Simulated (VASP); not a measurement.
## Si2W with and without spin-orbit coupling

What does spin-orbit coupling change in Si2W, and what does it cost? All runs use PBEsol. Left out of this account: 1 further run (fields: a reference on another mesh). The start is a cell from a database of measured crystal structures.

Method: PBEsol; plane waves and PAW (Si, W), in the first sound run; inputs show where later runs differ, in VASP 6.6.1.

Most raw output is cut from this account.

## (1) Set-up

The structure is tetragonal, space group I4/mmm (No. 139). The conventional cell has a = 3.214 Å, b = 3.214 Å, c = 7.830 Å, α = 90.00°, β = 90.00°, γ = 90.00°. Nearest to Si lie 5 Si at 2.59 to 2.63 Å and 5 W at 2.62 Å. W has 10 Si at 2.62 Å nearest. Farther neighbours are not listed.

As a file:

```xyz
3
Lattice="0.0000 -3.2138 0.0000 -3.2138 0.0000 0.0000 1.6069 -1.6069 -3.9150" Properties=species:S:1:pos:R:3 pbc="T T T"
Si   -1.6069   -1.6069   -1.2943
Si    0.0000   -3.2138   -2.6207
W     0.0000    0.0000    0.0000
```

## (2) Bands along the symmetry lines (PBEsol)

Levels along the symmetry lines show where the bands peak and cross; KPOINTS_OPT computes them in the converged potential. PBEsol restores the gradient expansion of exchange and is tuned for the cells of solids.

Contents of INCAR:

```
SYSTEM = Si2W
PREC = Accurate
ENCUT = 400
EDIFF = 1E-06
NELM = 100
ISMEAR = -1
SIGMA = 0.05
LREAL = .FALSE.
ALGO = Normal
GGA = PS
NBANDS = 20
LASPH = .TRUE.
LORBIT = 11
LWAVE = .FALSE.
LCHARG = .FALSE.
KPAR = 4
```

Contents of POSCAR:

```
Si2W
1.0
    0.0000000000     -3.2138000000      0.0000000000
   -3.2138000000      0.0000000000      0.0000000000
    1.6069000000     -1.6069000000     -3.9149500000
Si W
2 1
Direct
    0.3347000000      0.6653000000      0.3306000000
    0.6653000000      0.3347000000      0.6694000000
    0.0000000000      0.0000000000      0.0000000000
```

Contents of KPOINTS:

```
Automatic mesh
0
Gamma
9 9 9
0 0 0
```

Contents of KPOINTS_OPT:

```
Line mode
16
Line-mode
Reciprocal
  0.00000000   0.00000000   0.00000000 GAMMA
  0.50000000  -0.50000000   0.50000000 X

  0.50000000  -0.50000000   0.50000000 X
  0.58423552  -0.41576448   0.50000000 Y

  0.58423552  -0.41576448   0.50000000 Y
  0.58423552   0.00000000   0.29211776 S

  0.58423552   0.00000000   0.29211776 S
  0.00000000   0.00000000   0.00000000 GAMMA

  0.00000000   0.00000000   0.00000000 GAMMA
  0.00000000   0.00000000  -0.50000000 Z

  0.00000000   0.00000000  -0.50000000 Z
  0.41576448   0.00000000  -0.29211776 S1

  0.41576448   0.00000000  -0.29211776 S1
  0.50000000   0.00000000   0.00000000 N

  0.50000000   0.00000000   0.00000000 N
  0.50000000  -0.50000000   0.25000000 P

  0.50000000  -0.50000000   0.25000000 P
  0.41576448  -0.41576448  -0.08423552 Y1

  0.41576448  -0.41576448  -0.08423552 Y1
  0.00000000   0.00000000  -0.50000000 Z

  0.50000000  -0.50000000   0.50000000 X
  0.50000000  -0.50000000   0.25000000 P
```

PAW data sets: Si and W (PBE family, release 64).

Command:

```console
$ mpirun -np 4 vasp_std
```

The job ended after 20 s (4 MPI ranks of AMD EPYC 7R43, shared host; peak memory 0.62 GiB).

Spin-orbit coupling is off here; with elements this heavy it splits and shifts levels by tenths of an eV or more. The cell is typed on its shortest vectors, so the axes of tensors and the coordinates of k-points follow the printed cell and not the standard setting. The PAW data sets were made with PBE, which is usual practice but a small mismatch for other functionals. At this level the cell is under a tension of 2.2 GPa, so at these settings it is away from equilibrium. The data set W keeps the semicore shell frozen, which is cheaper and a little less accurate.

This step gave:

- SCF cycles: 12
- electrons: 14
- bands: 20
- irreducible k-points: 75
- symmetry operations: 16
- free energy (TOTEN): -26.72 eV
- energy at zero smearing: -26.72 eV
- Fermi energy: 10.36 eV
- pressure: -2.250 GPa
- metallic: yes

Electronic bands along the path, in eV, zero at the Fermi level; # counts the bands kept:

```
          point     #3     #4     #5     #6     #7    #8    #9   #10
              Γ  -3.28  -2.76  -2.76   0.68   2.86  3.04  3.21  3.21
0.53 of the way  -5.43  -3.15  -2.67  -1.99   2.84  3.37  3.86  4.31
              X  -5.39  -4.93  -3.18  -1.70   2.94  3.01  3.18  3.97
0.47 of the way  -4.95  -4.95  -3.15  -1.85   2.63  2.75  3.17  4.37
              Y  -5.05  -3.98  -3.04  -2.25   2.09  2.19  3.09  5.24
0.47 of the way  -3.67  -2.90  -2.66  -1.57   1.49  1.99  2.78  4.21
              S  -2.99  -2.62  -2.39  -0.26   1.86  2.60  3.64  4.54
0.47 of the way  -4.14  -2.53  -1.95  -1.78   1.67  2.43  3.76  5.07
              Γ  -3.28  -2.76  -2.76   0.68   2.86  3.04  3.21  3.21
0.47 of the way  -2.41  -2.26  -2.26   0.75   1.64  1.82  1.82  4.11
              Z  -2.51  -0.73  -0.73  -0.43  -0.43  0.85  4.68  4.97
0.47 of the way  -2.85  -1.63  -1.27  -0.26   0.06  1.68  4.24  5.59
             S1  -2.99  -2.62  -2.39  -0.26   1.86  2.60  3.64  4.54
0.47 of the way  -3.61  -2.68  -2.63  -0.35   2.45  3.04  3.27  4.34
              N  -4.79  -2.72  -2.70  -0.37   2.74  2.92  4.08  4.49
0.53 of the way  -4.24  -3.51  -2.20  -2.05   0.41  2.75  3.68  3.76
              P  -6.51  -2.94  -2.36  -2.36   0.19  3.01  3.66  4.18
0.47 of the way  -5.74  -3.65  -2.86  -2.06   1.16  2.78  3.69  4.08
             Y1  -5.05  -3.98  -3.04  -2.25   2.09  2.19  3.09  5.24
0.47 of the way  -4.89  -1.95  -1.80  -0.68   0.22  1.88  3.12  5.65
              Z  -2.51  -0.73  -0.73  -0.43  -0.43  0.85  4.68  4.97
      jump to X  -5.39  -4.93  -3.18  -1.70   2.94  3.01  3.18  3.97
0.47 of the way  -6.12  -3.90  -2.94  -1.86   1.43  3.01  3.61  4.02
              P  -6.51  -2.94  -2.36  -2.36   0.19  3.01  3.66  4.18
```

Of the projections kept (Si, W), the largest for each band there; the rest of the weight can lie on other orbitals:

| point | #3 | #4 | #5 | #6 | #7 | #8 | #9 | #10 |
| --- | --- | --- | --- | --- | --- | --- | --- | --- |
| Γ | W 1.00 | W 0.68 | W 0.68 | W 1.00 | Si 0.72 | - | Si 0.62 | Si 0.62 |
| X | Si 0.90 | W 0.66 | W 0.86 | W 0.64 | Si 0.73 | W 1.00 | W 0.95 | W 0.89 |
| Y | W 0.65 | Si 0.67 | W 0.87 | W 0.73 | Si 0.54 | W 0.98 | W 0.89 | W 0.74 |
| S | W 0.85 | W 0.80 | W 0.74 | W 0.99 | W 0.92 | W 0.91 | W 0.55 | Si 0.89 |
| Γ | W 1.00 | W 0.68 | W 0.68 | W 1.00 | Si 0.72 | - | Si 0.62 | Si 0.62 |
| Z | W 0.91 | Si 0.80 | Si 0.80 | W 0.93 | W 0.93 | W 1.00 | Si 0.98 | Si 0.69 |

There is no gap at this level.

## (3) Bands along the symmetry lines (PBEsol + SOC)

This step: PBEsol, spin-orbit coupling; plane waves and PAW (Si, W) (VASP 6.6.1).

The mesh alone shows little of the dispersion and can miss band extrema, so KPOINTS_OPT adds a path through the symmetry points after the self-consistent cycle. Spin-orbit coupling needs spinors and the noncollinear program, where each band holds one electron.

INCAR: that of step 2 with these lines changed.

```diff
@@ -10,4 +10,9 @@
 GGA = PS
-NBANDS = 20
+LNONCOLLINEAR = .TRUE.
+MAGMOM = 0 0 0 0 0 0 0 0 0
+NBANDS = 26
+GGA_COMPAT = .FALSE.
 LASPH = .TRUE.
+LSORBIT = .TRUE.
+LMAXMIX = 4
 LORBIT = 11
```

POSCAR is that of step 2.

KPOINTS is that of step 2.

KPOINTS_OPT is that of step 2.

Command:

```console
$ mpirun -np 4 vasp_ncl
```

Wall time 62 s (4 MPI ranks); peak memory 1.1 GiB; 4 min of CPU time.

At this level the cell is under a tension of 2.3 GPa, so at these settings it is away from equilibrium.

This step gave:

| Property | Result |
| --- | --- |
| SCF cycles | 13 |
| bands | 26 |
| free energy (TOTEN) | -26.89 eV |
| energy at zero smearing | -26.88 eV |
| Fermi energy | 10.37 eV |
| pressure | -2.300 GPa |

On-site spin-orbit energy by atom:

| atom | on-site spin-orbit energy (eV) |
| --- | --- |
| Si1 | -0.001 |
| Si2 | -0.001 |
| W3 | -0.333 |

The electronic bands at the labelled points (eV, zero at the Fermi level; # counts the bands kept):

```
          point     #9    #10    #11    #12    #13    #14   #15   #16
              Γ  -2.69  -2.69   0.68   0.68   2.60   2.60  3.02  3.02
0.53 of the way  -2.69  -2.69  -2.00  -2.00   2.80   2.80  3.34  3.34
              X  -3.20  -3.20  -1.75  -1.75   2.90   2.90  2.92  2.92
0.47 of the way  -3.17  -3.17  -1.90  -1.90   2.53   2.53  2.76  2.76
              Y  -3.06  -3.06  -2.28  -2.28   1.99   1.99  2.24  2.24
0.47 of the way  -2.68  -2.68  -1.57  -1.57   1.46   1.46  1.98  1.98
              S  -2.41  -2.41  -0.25  -0.25   1.85   1.85  2.58  2.58
0.47 of the way  -1.99  -1.99  -1.76  -1.76   1.64   1.64  2.43  2.43
              Γ  -2.69  -2.69   0.68   0.68   2.60   2.60  3.02  3.02
0.47 of the way  -2.19  -2.19   0.75   0.75   1.53   1.53  1.72  1.72
              Z  -0.64  -0.64  -0.55  -0.55  -0.34  -0.34  0.88  0.88
0.47 of the way  -1.31  -1.31  -0.25  -0.25   0.09   0.09  1.68  1.68
             S1  -2.41  -2.41  -0.25  -0.25   1.85   1.85  2.58  2.58
0.47 of the way  -2.62  -2.62  -0.35  -0.35   2.42   2.42  3.03  3.03
              N  -2.67  -2.67  -0.36  -0.36   2.71   2.71  2.89  2.89
0.53 of the way  -2.26  -2.26  -2.02  -2.02   0.40   0.40  2.68  2.68
              P  -2.48  -2.48  -2.25  -2.25   0.18   0.18  2.94  2.94
0.47 of the way  -2.89  -2.89  -2.08  -2.08   1.14   1.14  2.73  2.73
             Y1  -3.06  -3.06  -2.28  -2.28   1.99   1.99  2.24  2.24
0.47 of the way  -1.81  -1.81  -0.66  -0.66   0.22   0.22  1.89  1.89
              Z  -0.64  -0.64  -0.55  -0.55  -0.34  -0.34  0.88  0.88
      jump to X  -3.20  -3.20  -1.75  -1.75   2.90   2.90  2.92  2.92
0.47 of the way  -2.97  -2.97  -1.90  -1.90   1.41   1.41  2.94  2.94
              P  -2.48  -2.48  -2.25  -2.25   0.18   0.18  2.94  2.94
```

Of the projections kept (Si, W), the largest for each band there; the rest of the weight can lie on other orbitals:

```csv
point,#9,#10,#11,#12,#13,#14,#15,#16
Γ,W 0.69,W 0.69,W 1.00,W 1.00,Si 0.66,Si 0.66,-,-
X,W 0.86,W 0.86,W 0.64,W 0.64,Si 0.72,Si 0.72,W 0.99,W 0.99
Y,W 0.86,W 0.86,W 0.73,W 0.73,W 0.66,W 0.66,W 0.84,W 0.84
S,W 0.74,W 0.74,W 0.99,W 0.99,W 0.91,W 0.91,W 0.91,W 0.91
Γ,W 0.69,W 0.69,W 1.00,W 1.00,Si 0.66,Si 0.66,-,-
Z,Si 0.81,Si 0.81,W 0.93,W 0.93,W 0.93,W 0.93,W 1.00,W 1.00
```

There is no gap at this level. Without the coupling there was no gap either. The run took 3.1 times the core time, with 26 spinor bands against 20.

## (4) Total and projected DOS (PBEsol)

This step: PBEsol; plane waves and PAW (Si, W) (VASP 6.6.1).

Here the states are counted by energy and projected on the atoms.

Contents of INCAR:

```
SYSTEM = Si2W
PREC = Accurate
ENCUT = 400
EDIFF = 1E-06
NELM = 100
ISMEAR = -5
SIGMA = 0.05
LREAL = .FALSE.
ALGO = Normal
GGA = PS
NBANDS = 20
LASPH = .TRUE.
LORBIT = 11
LWAVE = .FALSE.
LCHARG = .FALSE.
KPAR = 4
NEDOS = 2001
```

POSCAR is that of step 3.

KPOINTS is that of step 3.

Command:

```console
$ mpirun -np 4 vasp_std
```

Run time: 12 s. Hardware: 4 MPI ranks; peak memory 0.56 GiB; 45 s of CPU time.

With tetrahedra the forces and stress of a metal are not exact derivatives of the energy.

Numbers from this step:

| Item | Value |
| --- | --- |
| SCF cycles | 14 |
| bands | 20 |
| free energy (TOTEN) | -26.72 eV |
| Fermi energy | 10.45 eV |
| pressure | -2.262 GPa |
| DOS at the Fermi level | 0.1979 states/eV/cell |

The density of states has structure finer than the step of the table below, so its rows give means over 1 eV, whole bins alone (the curve runs from -12.0 to 5.68 eV). Peaks (eV: height): total -2.6: 5.09, 2.6: 3.03, 3.0: 2.17, 4.4: 3.03; W d -2.6: 2.42, 2.6: 1.48, 3.0: 1.10, 4.3: 1.03; Si p -6.3: 0.363, -4.4: 0.292, -2.6: 0.745, 4.4: 0.444; Si s -9.5: 0.371, -9.2: 0.271, 2.5: 0.253, 4.4: 0.193; W p -6.3: 0.0739, -2.4: 0.441.

States under -12.0 eV and over 5.7 eV are left out. The density of states by energy, zero at the Fermi level; means over each step; values in states/eV/cell:

| energy (eV) | total | W d | Si p | Si s | W p | W s |
| --- | --- | --- | --- | --- | --- | --- |
| -11 | 0.569 | 0.0280 | 0.0283 | 0.183 | 0.0298 | 0.0418 |
| -10 | 0.795 | 0.0890 | 0.0439 | 0.252 | 0.0391 | 0.0417 |
| -9 | 0.851 | 0.111 | 0.0655 | 0.243 | 0.0455 | 0.0356 |
| -8 | 0.657 | 0.124 | 0.0699 | 0.156 | 0.0215 | 0.0177 |
| -7 | 0.708 | 0.140 | 0.125 | 0.0699 | 0.0231 | 0.0579 |
| -6 | 1.17 | 0.234 | 0.254 | 0.0357 | 0.0546 | 0.0821 |
| -5 | 0.862 | 0.223 | 0.139 | 0.0749 | 0.0350 | 0.0496 |
| -4 | 1.46 | 0.511 | 0.204 | 0.0882 | 0.0631 | 0.0803 |
| -3 | 2.95 | 1.34 | 0.418 | 0.0823 | 0.166 | 0.0448 |
| -2 | 2.21 | 1.03 | 0.320 | 0.0312 | 0.155 | 0.00897 |
| -1 | 0.885 | 0.573 | 0.0787 | 0.0113 | 0.0139 | 6.9e-4 |
| 0 | 0.316 | 0.203 | 0.0316 | 0.00561 | 0.00596 | 6.4e-4 |
| 1 | 0.888 | 0.393 | 0.114 | 0.0755 | 0.0196 | 0.0108 |
| 2 | 2.06 | 0.955 | 0.212 | 0.163 | 0.0533 | 0.0591 |
| 3 | 2.03 | 0.898 | 0.197 | 0.144 | 0.0509 | 0.114 |
| 4 | 2.07 | 0.727 | 0.259 | 0.121 | 0.0558 | 0.108 |
| 5 | 1.55 | 0.441 | 0.245 | 0.0800 | 0.0765 | 0.0584 |

Of the states within 0.3 eV of the Fermi level, the largest shares in the PAW spheres are W d 63 % and Si p 12 %. The rest lies in smaller channels or between the spheres.

## (5) Density of states (PBEsol + SOC)

This step: PBEsol, spin-orbit coupling; plane waves and PAW (Si, W) (VASP 6.6.1).

INCAR: that of step 4 with these lines changed.

```diff
@@ -10,4 +10,9 @@
 GGA = PS
-NBANDS = 20
+LNONCOLLINEAR = .TRUE.
+MAGMOM = 0 0 0 0 0 0 0 0 0
+NBANDS = 26
+GGA_COMPAT = .FALSE.
 LASPH = .TRUE.
+LSORBIT = .TRUE.
+LMAXMIX = 4
 LORBIT = 11
```

POSCAR is that of step 4.

KPOINTS is that of step 4.

Command:

```console
$ mpirun -np 4 vasp_ncl
```

Elapsed: 29 s, on 4 MPI ranks; peak memory 0.99 GiB.

This step gave:

```
SCF cycles             : 12
bands                  : 26
free energy (TOTEN)    : -26.89 eV
Fermi energy           : 10.47 eV
pressure               : -2.310 GPa
DOS at the Fermi level : 0.2003 states/eV/cell
```

On-site spin-orbit energy by atom:

| atom | on-site spin-orbit energy (eV) |
| --- | --- |
| Si1 | -0.001 |
| Si2 | -0.001 |
| W3 | -0.334 |

The density of states has structure finer than the step of the table below, so its rows give means over 0.5 eV, whole bins alone (the curve runs from -12.0 to 1.96 eV). Peaks (eV: height): total -6.37: 1.55, -4.38: 2.03, -2.83: 4.43, -2.61: 4.73; W d -2.83: 2.09, -2.61: 2.27; Si p -6.37: 0.357, -4.45: 0.287, -2.61: 0.698; W p -6.37: 0.0734, -2.31: 0.378; Si s -9.54: 0.376, -9.17: 0.273, -4.38: 0.141.

States under -12.0 eV and over 2.0 eV are left out. Table of density of states by energy, zero at the Fermi level; means over each step; values in states/eV/cell:

```
energy (eV)  total     W d    Si p      W p     Si s      W s
      -11.5  0.497  0.0154  0.0212   0.0260    0.163   0.0427
      -11.0  0.552  0.0264  0.0272   0.0299    0.178   0.0394
      -10.5  0.721  0.0499  0.0403   0.0388    0.226   0.0469
      -10.0  0.747  0.0790  0.0417   0.0389    0.236   0.0405
       -9.5  0.870   0.118  0.0520   0.0449    0.270   0.0397
       -9.0  0.885   0.113  0.0691   0.0484    0.251   0.0362
       -8.5  0.765   0.126  0.0702   0.0313    0.200   0.0230
       -8.0  0.640   0.123  0.0686   0.0208    0.150   0.0167
       -7.5  0.604   0.124  0.0807   0.0165    0.111   0.0263
       -7.0  0.640   0.126   0.110   0.0205   0.0648   0.0586
       -6.5   1.21   0.233   0.267   0.0529   0.0372   0.0919
       -6.0   1.13   0.223   0.246   0.0563   0.0314   0.0865
       -5.5  0.866   0.201   0.163   0.0358   0.0606   0.0447
       -5.0  0.683   0.174   0.107   0.0280   0.0653   0.0367
       -4.5   1.64   0.498   0.240   0.0723    0.117    0.112
       -4.0   1.24   0.456   0.170   0.0533   0.0677   0.0602
       -3.5   1.74   0.693   0.236   0.0910   0.0867   0.0628
       -3.0   2.81    1.30   0.387    0.154   0.0768   0.0389
       -2.5   4.10    1.87   0.609    0.297   0.0590   0.0259
       -2.0   1.69   0.784   0.248    0.108   0.0308  0.00598
       -1.5   1.05   0.575   0.134   0.0309   0.0194  0.00137
       -1.0  0.843   0.549  0.0716   0.0116   0.0121   8.3e-4
       -0.5  0.677   0.489  0.0450  0.00741  0.00389   5.1e-4
        0.0  0.205   0.126  0.0257  0.00553  0.00108   2.5e-4
        0.5  0.487   0.225  0.0639   0.0101   0.0417  0.00310
        1.0  0.915   0.408   0.119   0.0197   0.0747  0.00881
        1.5   1.40   0.621   0.165   0.0358    0.109   0.0332
```

The DOS at the Fermi level goes from 0.198 to 0.200 states/eV/cell, a number that is sensitive to the mesh. The run took 2.4 times the core time, with 26 spinor bands against 20. Of the states within 0.3 eV of the Fermi level, the largest shares in the PAW spheres are W d 61 % and Si p 12 %. The rest lies in smaller channels or between the spheres.

## (6) Full relaxation (PBEsol)

This step: PBEsol; plane waves and PAW (Si, W) (VASP 6.6.1).

Last, the cell itself: ISIF = 3 frees volume, shape and positions, first without the coupling.

Contents of INCAR:

```
SYSTEM = Si2W
PREC = Accurate
ENCUT = 400
EDIFF = 1E-06
NELM = 100
ISMEAR = -1
SIGMA = 0.05
LREAL = .FALSE.
ALGO = Normal
GGA = PS
NBANDS = 13
LASPH = .TRUE.
LORBIT = 11
LWAVE = .FALSE.
LCHARG = .FALSE.
KPAR = 4
IBRION = 2
NSW = 60
ISIF = 3
EDIFFG = -0.01
```

POSCAR is that of step 5.

KPOINTS is that of step 5.

Command:

```console
$ mpirun -np 4 vasp_std
```

Wall time 18 s (4 MPI ranks); peak memory 0.54 GiB.

The run keeps the 16 symmetry operations of its start, so it cannot find a distortion of lower symmetry.

Step by step:

| step | energy less that of the first step (eV) | largest force (eV/Å) | pressure (GPa) | volume (Å³) |
| --- | --- | --- | --- | --- |
| 1 | 0.0000 | 0.0149 | -2.25 | 40.44 |
| 2 | 0.0073 | 0.0794 | 4.56 | 39.34 |
| 3 | -0.0027 | 0.0168 | 0.01 | 40.06 |
| 4 | -0.0027 | 0.0161 | -0.04 | 40.06 |
| 5 | -0.0028 | 0.0015 | -0.05 | 40.06 |
| 6 | -0.0028 | 0.0052 | -0.05 | 40.06 |

| conventional cell, symmetrised | before | after | change |
| --- | --- | --- | --- |
| a (Å) | 3.214 | 3.202 | -0.4 % |
| b (Å) | 3.214 | 3.202 | -0.4 % |
| c (Å) | 7.830 | 7.812 | -0.2 % |
| volume (Å³/atom) | 13.48 | 13.35 | -0.9 % |

Final coordinates:

```
Si W
1.0
     0.00000   -3.20238    0.00000
    -3.20238    0.00000    0.00000
     1.60119   -1.60119   -3.90614
Si W
2 1
Direct
  0.33467 0.66533 0.33067
  0.66533 0.33467 0.66933
  0.00000 0.00000 0.00000
```

This step gave:

```
bands                           : 13
free energy (TOTEN)             : -26.72 eV
energy at zero smearing         : -26.72 eV
Fermi energy                    : 10.49 eV
pressure                        : -0.04885 GPa
SCF cycles over all ionic steps : 33
```

It ends with a largest force of 0.005 eV/Å and a pressure of -0.05 GPa.

## (7) Relaxing cell and atoms (PBEsol + SOC)

This step: PBEsol, spin-orbit coupling; plane waves and PAW (Si, W) (VASP 6.6.1).

The same relaxation with spinors and spin-orbit coupling.

INCAR: that of step 6 with these lines changed.

```diff
@@ -10,4 +10,9 @@
 GGA = PS
-NBANDS = 13
+LNONCOLLINEAR = .TRUE.
+MAGMOM = 0 0 0 0 0 0 0 0 0
+NBANDS = 26
+GGA_COMPAT = .FALSE.
 LASPH = .TRUE.
+LSORBIT = .TRUE.
+LMAXMIX = 4
 LORBIT = 11
```

POSCAR is that of step 6.

KPOINTS is that of step 6.

Command:

```console
$ mpirun -np 4 vasp_ncl
```

Run time: 74 s. Hardware: 4 MPI ranks; peak memory 0.98 GiB.

The steps of the relaxation:

```csv
step,energy less that of the first step (eV),largest force (eV/Å),pressure (GPa),volume (Å³)
1,0.0000,0.0085,-2.30,40.44
2,0.0075,0.0801,4.63,39.31
3,-0.0029,0.0214,0.01,40.04
4,-0.0029,0.0026,0.00,40.04
5,-0.0029,0.0071,0.00,40.04
```

| conventional cell, symmetrised | before | after | change |
| --- | --- | --- | --- |
| a (Å) | 3.214 | 3.202 | -0.4 % |
| b (Å) | 3.214 | 3.202 | -0.4 % |
| c (Å) | 7.830 | 7.810 | -0.3 % |
| volume (Å³/atom) | 13.48 | 13.35 | -1.0 % |

The relaxed structure:

```
Si W
1.0
     0.00000   -3.20204    0.00000
    -3.20204    0.00000    0.00000
     1.60102   -1.60102   -3.90509
Si W
2 1
Direct
  0.33463 0.66537 0.33074
  0.66537 0.33463 0.66926
  0.00000 0.00000 0.00000
```

This step gave:

| Property | Result |
| --- | --- |
| bands | 26 |
| free energy (TOTEN) | -26.89 eV |
| energy at zero smearing | -26.89 eV |
| Fermi energy | 10.51 eV |
| pressure | -0.001285 GPa |
| SCF cycles over all ionic steps | 32 |

On-site spin-orbit energy by atom:

| atom | on-site spin-orbit energy (eV) |
| --- | --- |
| Si1 | -0.001 |
| Si2 | -0.001 |
| W3 | -0.334 |

The cell ends at 13.35 Å³/atom, under 0.05 % from the run without the coupling. The run took 4.1 times the core time, with 26 spinor bands against 13.

The cell shrank by 1.0 % in volume.

## (8) The runs together

```
                               quantity  without  with spin-orbit coupling
                               gap (eV)     none                      none
                    core minutes, bands      1.3                       4.1
DOS at the Fermi level (states/eV/cell)    0.198                     0.200
                      core minutes, DOS      0.8                       1.9
               relaxed volume (Å³/atom)    13.35                     13.35
               core minutes, relaxation      1.2                       4.9
```

## (9) Outcome

| Property | Result |
| --- | --- |
| gap (eV), without → with | none → none |
| DOS at the Fermi level (states/eV/cell), without → with | 0.198 → 0.200 |
| relaxed volume (Å³/atom), without → with | 13.35 → 13.35 |

In words: Si2W has no gap with or without spin-orbit coupling. The relaxed volume moves by under 0.05 %. The spinor runs cost 2.4 to 4.1 times as much, on a shared host.

[Lines on the potential files, build, host, timing and source positions are cut from VASP's logs without a mark.]

[Logs are printed without paths, hosts, clocks, repeated set-up lines and the standing remarks that a program may print on its own settings, such as how far it seeks lower states.]

[Hosts, paths, dates, database ids (printed as entryN), source tags and the programs' standing remarks are cut or masked in the printed files.]

[A measured line is paired with the nearest computed mode of its activity, which favours agreement.]
